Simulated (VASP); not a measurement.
A VASP calculation is set up with these files.

File POSCAR:
```
CdS
1
    2.1311837029    -3.6913182668     0.0000000000
    2.1311837029     3.6913182668     0.0000000000
    0.0000000000    -0.0000000000     6.9222357135
Cd S
2 2
Direct
  0.6666670000   0.3333330000   0.4999959401
  0.3333330000   0.6666670000   0.9999959401
  0.6666670000   0.3333330000   0.8770040599
  0.3333330000   0.6666670000   0.3770040599
```

**INCAR**
```
SYSTEM = CdS
PREC = Accurate; ENCUT = 520; LREAL = F
LASPH = T
EDIFF = 1E-6; NELM = 100; ALGO = Normal
LMAXMIX = 4
ISMEAR = 0; SIGMA = 0.05
GGA = RP
IBRION = 2; NSW = 60; ISIF = 3
EDIFFG = -0.02
LWAVE = F; LCHARG = F
```

**KPOINTS**
```
Automatic mesh
0
Gamma
6 6 3
0 0 0
```

POTCAR, in this order: Cd S (PBE.64 set). Program: vasp_std.

### Question
Translate this RPBE calculation to Quantum ESPRESSO's pw.x.

### Answer
One equivalent input (not run):
```
&CONTROL
  calculation = 'vc-relax'
  pseudo_dir = './pseudo'
  outdir = './out'
  tprnfor = .true.
  tstress = .true.
  nstep = 60
  forc_conv_thr = 0.00078
/
&SYSTEM
  ibrav = 0
  nat = 4
  ntyp = 2
  ecutwfc = 102
  occupations = 'smearing'
  smearing = 'gaussian'
  degauss = 0.003675
  input_dft = 'rpbe'
/
&ELECTRONS
  conv_thr = 7.3e-08
  electron_maxstep = 100
/
&IONS
/
&CELL
/
ATOMIC_SPECIES
  Cd 112.414 Cd.upf
  S 32.060 S.upf
CELL_PARAMETERS angstrom
     2.1311837   -3.6913183    0.0000000
     2.1311837    3.6913183    0.0000000
     0.0000000   -0.0000000    6.9222357
ATOMIC_POSITIONS crystal
  Cd   0.6666670  0.3333330  0.4999959
  Cd   0.3333330  0.6666670  0.9999959
  S    0.6666670  0.3333330  0.8770041
  S    0.3333330  0.6666670  0.3770041
K_POINTS automatic
  6 6 3 0 0 0
```
Limits of the translation: the potentials are each code's own (VASP's PAW set, PseudoDojo norm-conserving files in pw.x), so ENCUT and ecutwfc are chosen apart and not converted; conv_thr bounds pw.x's estimated SCF error, while EDIFF bounds the energy change between steps; forc_conv_thr acts on force components and is met together with etot_conv_thr.

The compound is CdS in the wurtzite structure. It was relaxed first, which changed the volume by +9 %. The start is the result of an earlier pass.
